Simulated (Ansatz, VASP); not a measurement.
## Zr (Zirconium): VASP beside Ansatz

Aim: how closely do two programs agree when they are given the same cell, functional and k mesh? The cell is taken from a series of runs on this material, whose earlier steps may have relaxed, scaled, displaced or heated it; both programs get it as it stands.

Program: Ansatz 0.2.0. Level of theory: plane waves, with VASP 6.6.1 beside it; relaxation of cell and atoms at PBE. Results are calculated unless marked as measured.

### 1. The starting structure

It takes space group P6_3/mmc (No. 194, hexagonal). Conventional cell: a = 3.235 Å, b = 3.235 Å, c = 5.166 Å, α = 90.00°, β = 90.00°, γ = 120.00°. Nearest to Zr lie 12 Zr at 3.19 to 3.23 Å.

Coordinates:

```cif
data_structure
_symmetry_space_group_name_H-M 'P 1'
_symmetry_Int_Tables_number 1
_cell_length_a 3.2348
_cell_length_b 3.2348
_cell_length_c 5.1661
_cell_angle_alpha 90.000
_cell_angle_beta 90.000
_cell_angle_gamma 120.000
_cell_volume 46.82
loop_
_atom_site_label
_atom_site_type_symbol
_atom_site_fract_x
_atom_site_fract_y
_atom_site_fract_z
_atom_site_occupancy
Zr1 Zr 0.33333 0.66667 0.25000 1
Zr2 Zr 0.66667 0.33333 0.75000 1
```

### 2. Ansatz: relaxation of cell and atoms, PBE

Ansatz runs on norm-conserving files, of PseudoDojo where its log says so.

The relaxed volume is the usual yardstick between codes: in a stiff, nearly cubic crystal its relative difference is about their pressure difference at one cell divided by the bulk modulus.

Contents of input.yaml:

```yaml
crystal:
  lattice:
    - [3.2348285932, 0.0, 0.0]
    - [-1.6174142966, 2.8014437386, 0.0]
    - [0.0, 0.0, 5.1660915252]
  atoms:
    - { symbol: Zr, position: [0.3333333333, 0.6666666667, 0.25] }
    - { symbol: Zr, position: [0.6666666667, 0.3333333333, 0.75] }
kpoints:
  mp_grid: { grid: [12, 12, 6] }
hamiltonian:
  xc: pbe
  pseudopotentials: { kind: nc, accuracy: standard }
scf:
  occupations: { method: methfessel_paxton, width: 0.2 }
output:
  forces: true
  stress: true
  eigenvalues: true
relax:
  adjacent_minimum: "off"
  f_tol: 0.001
  max_steps: 60
  cell: { stress_tol: 0.01 }
```

Command:

```console
$ ansatz run input.yaml --threads 4 --pin off --max-ram 10240MiB --backend cpu --events-out ev --progress --plain --runs-dir out
```

Numbers of over 12 decimals in the logs are rounded to 6 here.

The program printed:

```text
Engine: ansatz 0.2.0, x86_64-unknown-linux-gnu
Pseudopotentials: kind: nc
Pseudopotential: Zr, nc, valence charge 12, recommended cutoff 897.975746 eV (normal), Zr.nc.azcp (PseudoDojo's, or run here from an input of PseudoDojo's; its table is named by hamiltonian.pseudopotentials.accuracy)
Functional definition: PBE
  parameter kappa = 0.804
  parameter beta = 0.066725
  exchange = pbe_x(kappa = kappa, mu = beta*pi^2/3)
  correlation = pbe_c(beta = beta)
Crystal: 2 atoms, lattice volume = 46.816 Å³
Basis set: ecut = 897.975746 eV, 2863 PW (Γ), exchange–correlation on 64×64×108 points (8 copies of the dense FFT grid, shifted against one another)
Bands: 16, of which v1, the nominal top of the filled ones, is band 12 counted from 1 (11 counted from 0)
Symmetry: 24 space group operations
Space group: P63/mmc (ITA 194), of the structure as read, at distance tolerance 3.6e-5 Å
k-points: 76 of 864
Non-local potential: Zr, projectors of the file, l = 0: 2, l = 1: 2, l = 2: 2
Initial density: superposition of atomic densities (chi_scale 0.1, normalization cell)
Initial wavefunctions: pseudopotential atomic-orbital guess
Functional: x = pbe(κ = 0.804, μ = 0.219515), c = pbe(β = 0.066725)
SCF iter   1: F=—  HF=-2755.101466 eV  |F-HF|=—  |Δ(HF+E_count)|=         —  Δρ=2.95e-2  dr2=5.18e-1  ethr=3.10e-3  ⟨swp⟩=5.1  Hψ=5672  notcnv=0
preconditioner: auto → Kerker (q_TF=auto, 2.441 Å⁻¹)  [metal: Δε(μ)=0.045 eV  Ē_g=3.256 eV  σ=0.200 eV  W_gap=0.19  n_scr=10 (ndim 8)  ℏωp=15.3 eV  f_vac=0.000  D(μ)=1.88/eV (n_scr^D=22)]
SCF iter   2: F=—  HF=-2754.986482 eV  |F-HF|=—  |Δ(HF+E_count)|=   1.15e-1  S|Δr|=    0.00e0  Δρ=1.78e-2  dr2=1.87e-1  ethr=2.16e-3  ⟨swp⟩=1.4  Hψ=1888  notcnv=0
SCF iter   3: F=—  HF=-2754.929983 eV  |F-HF|=—  |Δ(HF+E_count)|=   5.65e-2  S|Δr|=    0.00e0  Δρ=2.17e-3  dr2=1.35e-3  ethr=7.78e-4  ⟨swp⟩=2.9  Hψ=2379  notcnv=0
SCF iter   4: F=—  HF=-2754.930073 eV  |F-HF|=—  |Δ(HF+E_count)|=   9.01e-5  S|Δr|=    0.00e0  Δρ=2.76e-4  dr2=3.07e-5  ethr=5.64e-6  ⟨swp⟩=2.2  Hψ=1745  notcnv=0
SCF iter   5: F=—  HF=-2754.930077 eV  |F-HF|=—  |Δ(HF+E_count)|=   3.93e-6  S|Δr|=    0.00e0  Δρ=4.61e-5  dr2=8.26e-7  ethr=1.28e-7  ⟨swp⟩=2.4  Hψ=1939  notcnv=0
SCF iter   6: F=-2754.930077 eV  HF=-2754.930077 eV  |F-HF|=1.30e-8  |Δ(HF+E_count)|=   1.10e-7  S|Δr|=    0.00e0  Δρ=8.14e-6  dr2=2.83e-8  ethr=4.17e-10  ⟨swp⟩=7.9  Hψ=6948  notcnv=0
SCF 1 converged in 6 iterations: F = -2754.930077 eV  dr2 = 2.83e-8
relax step   1: F+E_penalty+E_count = -2754.93007699 eV  Δ(F+E_penalty+E_count) = +0.000e0 eV  max|allowed force component| = 5.551e-16 eV/Å  Δτ_max = 0.0000 Å  P = +0.038 GPa  Ω = 46.816 Å³  (6 SCF iters, dr2 threshold 1.00e-7 eV, accepted)
[...]
relax step   2: F+E_penalty+E_count = -2754.93007136 eV  Δ(F+E_penalty+E_count) = +5.630e-6 eV  max|allowed force component| = 4.071e-16 eV/Å  Δτ_max = 0.0000 Å  P = -0.044 GPa  Ω = 46.857 Å³  energy of the carried Pulay correction = -5.948e-6 eV  (3 SCF iters, dr2 threshold 5.89e-9 eV, accepted)
[...]
relax step   3: F+E_penalty+E_count = -2754.93007735 eV  Δ(F+E_penalty+E_count) = -5.986e-6 eV  max|allowed force component| = 4.441e-16 eV/Å  Δτ_max = 0.0000 Å  P = -0.001 GPa  Ω = 46.836 Å³  energy of the carried Pulay correction = -2.902e-6 eV  (2 SCF iters, dr2 threshold 4.98e-9 eV, accepted)
[...]
relax step   4: F+E_penalty+E_count = -2754.93008026 eV  Δ(F+E_penalty+E_count) = -2.914e-6 eV  max|allowed force component| = 4.811e-16 eV/Å  Δτ_max = 0.0000 Å  P = -0.001 GPa  Ω = 46.836 Å³  stress off target by 4.70e-3 GPa  SCF on the basis re-selected at this cell (its energy is not comparable with the rows above)  (5 SCF iters)
basis re-selected at this cell: Δ(F+E_penalty+E_count) = -2.914e-6 eV, ΔP = +0.000 GPa vs the last step (what re-selecting the basis moved, of the pressure what is left beyond the Pulay correction that the steps carried, after the strain that the cell walked since its last selection, with what the two solves' SCF thresholds leave and, on support functions, any second-order correction that the steps lacked; it is no m [...]
SCF converged after 5 iterations
Stability not checked: this state was not tested for a lower state beside it, because cold or Methfessel-Paxton smearing, or corrected tetrahedra, fill the levels in a way that the test cannot read (fill_not_monotonic; see scf.lower_state_search)
Free energy (F): -2754.930080 eV
Harris-Foulkes:  -2754.930080 eV  (|F-HF|=0.00e0)
Internal energy: -2754.931860 eV  (E = F + TS)
E sigma→0 (E₀):  -2754.930525 eV
Entropy (-TS):   0.001780 eV (0.890 meV/atom)
Fermi energy:    14.035149 eV
--- Per-component energies (eV) ---
  E_band       = -193.670574
  E_kinetic    = 785.345635
  E_local      = -1565.151859  (includes V_loc(G=0)·N_el)
  E_nonlocal   = 288.620625
  E_hartree    = 374.185492
  E_xc         = -544.854749
  E_vxc        = -450.855959  (∫ρ·V_xc dr)
  E_ewald      = -2093.077004
  E_smearing   = 0.001780  (= −TS)
  E_closure    = 0.000000  (closes the sum)
  Σ components = -2754.930080   (vs F -2754.930080, Δ=0.00e0)
--- Forces (eV/Å), atoms counted from 1 ---
  atom   1  Zr    -0.00000000     0.00000000    -0.00000000
  atom   2  Zr     0.00000000    -0.00000000     0.00000000
  max |Σ_I F_I| component: 7.40e-17 eV/Å
--- Stress (GPa, compression-positive) ---
        0.000480       0.000000       0.000000
       -0.000000       0.000480      -0.000000
        0.000000      -0.000000      -0.004703
  P = ⅓ Tr σ = -0.0012 GPa (-0.012 kbar)
--- Band table (eV; the first three rows and the last of 76) ---
  k-point 0: bands = [... 8 lower, 8.3834, 11.0090, 14.8910, 14.8910, 15.0128, 15.1505, 15.5733, 15.5733]
  k-point 1: bands = [... 8 lower, 8.6117, 10.9832, 14.7545, 14.7858, 14.7858, 14.8381, 15.4087, 15.4087]
  k-point 2: bands = [... 8 lower, 9.2404, 10.7456, 14.1440, 14.4221, 14.7003, 14.7003, 15.0746, 15.0746]
  k-point 75: bands = [... 8 lower, 12.5980, 12.5980, 12.7598, 12.7598, 13.9874, 13.9874, 16.0510, 16.0510]
--- Relaxed structure (3 steps of the walk, 3 accepted, 1 SCFs on fresh bases) ---
  F+E_penalty+E_count = -2754.93008026 eV   max|allowed force component| = 4.811e-16 eV/Å   (the final SCF, on the basis selected at the relaxed cell)
  cell:  # Å, volume = 46.8361 Å³
    - [3.235590, 0, 0]
    - [-1.617795, 2.802103, 0]
    - [0, 0, 5.165863]
  atoms:
    - { symbol: Zr, position: [0.333333, 0.666667, 0.250000] }
    - { symbol: Zr, position: [0.666667, 0.333333, 0.75] }
```

In the SCF lines HF is the Harris–Foulkes energy and dr2 the Hartree energy of the density residual, in eV; the loop may stop once dr2 is under the threshold and the program's other checks hold. Hψ counts applications of the Hamiltonian.

### 3. VASP: relaxation of cell and atoms, PBE

The same cell, functional, mesh and smearing now go to VASP, with its own data sets.

Lines of VASP's logs that name or quote its potential files are left out, and so is its time.

Contents of INCAR:

```
SYSTEM = Zr
PREC = Accurate
ENCUT = 500
EDIFF = 1E-07
NELM = 120
ISMEAR = 1
SIGMA = 0.2
LREAL = .FALSE.
ALGO = Normal
GGA = PE
NBANDS = 18
LASPH = .TRUE.
LORBIT = 11
LWAVE = .FALSE.
LCHARG = .FALSE.
ISIF = 3
IBRION = 2
NSW = 80
EDIFFG = -0.005
GGA_COMPAT = .FALSE.
NELMIN = 4
KPAR = 2
```

Contents of POSCAR:

```
Zr
1.0
    3.2348290000      0.0000000000      0.0000000000
   -1.6174140000      2.8014440000      0.0000000000
    0.0000000000      0.0000000000      5.1660920000
Zr
2
Direct
    0.3333329488      0.6666665637      0.2500000000
    0.6666662822      0.3333332303      0.7500000000
```

Contents of KPOINTS:

```
Automatic mesh
0
Gamma
12 12 6
0 0 0
```

The projector-augmented-wave data sets are Zr_sv (PBE family, release 64).

Command:

```console
$ mpirun -np 2 vasp_std
```

The program printed:

```text
[banner, memory and clock lines left out]
running    2 mpi-ranks, on    1 nodes
 distrk:  each k-point on    1 cores,    2 groups
 distr:  one band on    1 cores,    1 groups

 POSCAR found type information on POSCAR Zr
 POSCAR found :  1 types and       2 ions
 LDA part: xc-table for (Slater+PW92), standard interpolation
 POSCAR, INCAR and KPOINTS ok, starting setup
 FFT: planning ... GRIDC
 FFT: planning ... GRID_SOFT
 FFT: planning ... GRID
 WAVECAR not read
 entering main loop
       N       E                     dE             d eps       ncg     rms          rms(c)
DAV:   1     0.210534670079E+03    0.21053E+03   -0.13100E+04  2736   0.128E+03
DAV:   2    -0.216408243283E+01   -0.21270E+03   -0.20933E+03  3206   0.376E+02
DAV:   3    -0.174097951966E+02   -0.15246E+02   -0.15078E+02  5068   0.721E+01
DAV:   4    -0.177466128474E+02   -0.33682E+00   -0.33648E+00  3192   0.116E+01
DAV:   5    -0.177568090431E+02   -0.10196E-01   -0.10193E-01  4090   0.137E+00    0.142E+01
DAV:   6    -0.171508119041E+02    0.60600E+00   -0.95925E-01  2928   0.774E+00    0.555E+00
DAV:   7    -0.170320062030E+02    0.11881E+00   -0.62056E-01  3832   0.542E+00    0.113E+00
DAV:   8    -0.170380547718E+02   -0.60486E-02   -0.41265E-02  3602   0.152E+00    0.280E-01
DAV:   9    -0.170382448958E+02   -0.19012E-03   -0.17689E-03  3354   0.399E-01    0.352E-02
DAV:  10    -0.170381969908E+02    0.47905E-04   -0.45391E-05  3722   0.416E-02    0.251E-02
DAV:  11    -0.170381969241E+02    0.66624E-07   -0.10944E-05  3070   0.377E-02    0.328E-03
DAV:  12    -0.170381970045E+02   -0.80326E-07   -0.54301E-07  3256   0.475E-03
   1 F= -.17038197E+02 E0= -.17038785E+02  d E =-.170382E+02
 curvature:   0.00 expect dE= 0.000E+00 dE for cont linesearch  0.000E+00
 trial: gam= 0.00000 g(F)=  0.443E-40 g(S)=  0.473E-05 ort = 0.000E+00 (trialstep = 0.100E+01)
 search vector abs. value=  0.473E-05
 bond charge predicted
       N       E                     dE             d eps       ncg     rms          rms(c)
DAV:   1    -0.170382435933E+02   -0.46669E-04   -0.17268E-03  3072   0.389E-01    0.585E-02
DAV:   2    -0.170382033021E+02    0.40291E-04   -0.11721E-04  3224   0.933E-02    0.205E-02
DAV:   3    -0.170381940818E+02    0.92203E-05   -0.50962E-05  4056   0.499E-02    0.122E-02
DAV:   4    -0.170381961445E+02   -0.20627E-05   -0.23746E-06  3472   0.109E-02    0.466E-03
DAV:   5    -0.170381979408E+02   -0.17964E-05   -0.20621E-06  4136   0.760E-03    0.197E-03
DAV:   6    -0.170381983210E+02   -0.38015E-06   -0.59719E-08  1724   0.221E-03    0.244E-04
DAV:   7    -0.170381983662E+02   -0.45228E-07   -0.87344E-09  1504   0.966E-04
   2 F= -.17038198E+02 E0= -.17038784E+02  d E =-.136175E-05
 trial-energy change:   -0.000001  1 .order   -0.000001   -0.000005    0.000002
 step:   0.7317(harm=  0.7317)  dis= 0.00000  next Energy=   -17.038199 (dE=-0.173E-05)
 reached required accuracy - stopping structural energy minimisation
```

From OUTCAR (step 3):

```text
ion  position               nearest neighbor table
   1  0.333  0.667  0.250-   2 3.19   2 3.19   2 3.19   2 3.19   2 3.19   2 3.19
   2  0.667  0.333  0.750-   1 3.19   1 3.19   1 3.19   1 3.19   1 3.19   1 3.19

  LATTYP: Found a hexagonal cell.
 ALAT       =     3.2348290000
 C/A-ratio  =     1.5970216664

 Subroutine GETGRP returns: Found 24 space group operations
 (whereof 12 operations were pure point group operations)

The static configuration has the point symmetry D_3d.
 The point group associated with its full space group is D_6h.

 Found     76 irreducible k-points:

   k-points           NKPTS =     76   k-points in BZ     NKDIM =     76   number of bands    NBANDS=     18

   dimension x,y,z NGX =    24 NGY =   24 NGZ =   40
   dimension x,y,z NGXF=    48 NGYF=   48 NGZF=   80

   ENCUT  =  500.0 eV  36.75 Ry    6.06 a.u.   5.90  5.90  9.42*2*pi/ulx,y,z

   NELECT =      24.0000    total number of electrons

 k-points in reciprocal lattice and weights: Automatic mesh
   0.00000000  0.00000000  0.00000000       0.001
   0.08333333  0.00000000  0.00000000       0.007
   0.16666667  0.00000000  0.00000000       0.007
   0.25000000 -0.00000000  0.00000000       0.007
   0.33333333  0.00000000  0.00000000       0.007
   0.41666667  0.00000000  0.00000000       0.007
   0.50000000 -0.00000000  0.00000000       0.003
   0.08333333  0.08333333  0.00000000       0.007
   0.16666667  0.08333333  0.00000000       0.014
[...]
0.33333333  0.25000000  0.50000000       0.014
   0.33333333  0.33333333  0.50000000       0.002

 average (electrostatic) potential at core
       1 -74.6969       2 -74.6969

 E-fermi :   8.9483

 k-point     1 :       0.0000    0.0000    0.0000
  band No.  band energies     occupation
    ...
      6     -17.4393      2.00000
      7     -17.4278      2.00000
      8     -17.4278      2.00000
      9       3.2897      2.00000
     10       5.9184      2.00000
     11       9.8048     -0.00000
     12       9.8048     -0.00000
     13       9.9268     -0.00000
     14      10.0706     -0.00000
     15      10.4872     -0.00000
    ...

 k-point     2 :       0.0833    0.0000    0.0000
  band No.  band energies     occupation
    ...
      6     -17.4758      2.00000
      7     -17.4482      2.00000
      8     -17.4339      2.00000
      9       3.4832      2.00000
     10       6.0954      2.00000
     11       9.3589     -0.01342
     12       9.6897     -0.00000
     13       9.9842     -0.00000
     14      10.2467     -0.00000
     15      10.3468     -0.00000
    ...

 k-point     3 :       0.1667    0.0000    0.0000
  band No.  band energies     occupation
    ...
      8     -17.4519      2.00000
      9       4.0275      2.00000
     10       6.5452      2.00000
     11       8.7844      1.98973
     12       8.8710      1.60296
     13       9.9121     -0.00000
     14      10.5099     -0.00000
     15      10.5369     -0.00000
     16      10.5453     -0.00000
     17      10.7669     -0.00000
    ...

  Total        0.0066369      0.0066369      0.0033576      0.0000000     -0.0000000      0.0000000
  in kB        0.2272298      0.2272298      0.1149551      0.0000000     -0.0000000      0.0000000
  external PRESSURE =       0.1898049 kB  Pullay stress =       0.0000000 kB

  energy-cutoff  :      500.00
  volume of cell :       46.80
      direct lattice vectors                 reciprocal lattice vectors
     3.234677223 -0.000000000  0.000000000     0.309149857  0.178487704  0.000000000
    -1.617338111  2.801312557 -0.000000000     0.000000000  0.356975518  0.000000000
    -0.000000000 -0.000000000  5.164380631    -0.000000000  0.000000000  0.193634062

 POSITION                                       TOTAL-FORCE (eV/Angst)
 -----------------------------------------------------------------------------------
     -0.00000      1.86754      1.29110        -0.000000      0.000000      0.000000
      1.61734      0.93377      3.87329         0.000000     -0.000000      0.000000
 -----------------------------------------------------------------------------------
    total drift:                                0.003805      0.001020     -0.000003

  FREE ENERGIE OF THE ION-ELECTRON SYSTEM (eV)
  ---------------------------------------------------
  free  energy   TOTEN  =       -17.0381983662 eV

  energy  without entropy=      -17.0399558711  energy(sigma->0) =      -17.03878420

 reached required accuracy - stopping structural energy minimisation

 total charge
# of ion       s       p       d       tot
------------------------------------------
    1        2.232   5.960   1.619   9.811
    2        2.232   5.960   1.619   9.811
--------------------------------------------------
tot          4.464  11.920   3.238  19.622

[... 3 further parts left out ...]
```

CONTCAR:

```
Zr
   1.00000000000000
     3.2346772225716731   -0.0000000000270891    0.0000000000000000
    -1.6173381113327563    2.8013125569176873   -0.0000000000000000
    -0.0000000000000000   -0.0000000000000000    5.1643806309609062
  Zr
     2
Direct
     0.3333329487999990    0.6666665636999980    0.2500000000000000
     0.6666662821999978    0.3333332302999992    0.7500000000000000
```

### 4. Comparison

Known differences besides the potentials themselves: the cutoff is 897.976 eV in Ansatz and 500 eV in VASP; Ansatz adds a Pulay correction to the stress that steers its cell, VASP none. Total energies have different zeros and are not compared.

The two programs side by side:

| quantity | Ansatz | VASP | difference |
| --- | --- | --- | --- |
| volume (Å³) | 46.84 | 46.80 | +0.09 % |
| edge a after relaxation, in the typed setting (Å) | 3.236 | 3.235 | +0.03 % |
| edge c after relaxation, in the typed setting (Å) | 5.166 | 5.164 | +0.03 % |

### 5. Results

| Item | Value |
| --- | --- |
| difference in volume (relaxation of cell and atoms, PBE) | 0.085 % |

The difference in volume is 0.085 % (relaxation of cell and atoms, PBE), within the 1.2 % picked in this series as the mark of a large difference, as far as the stopping tolerances let one tell. 3 further runs of this series are not shown here. How closely two codes agree says nothing of how well the functional describes the real material.

[Lines on the potential files, build, host, timing and source positions are cut from VASP's logs without a mark.]

[Logs are printed without paths, hosts, clocks, repeated set-up lines and the standing remarks that a program may print on its own settings, such as how far it seeks lower states.]

[Hosts, paths, dates, database ids (printed as entryN), source tags and the programs' standing remarks are cut or masked in the printed files.]
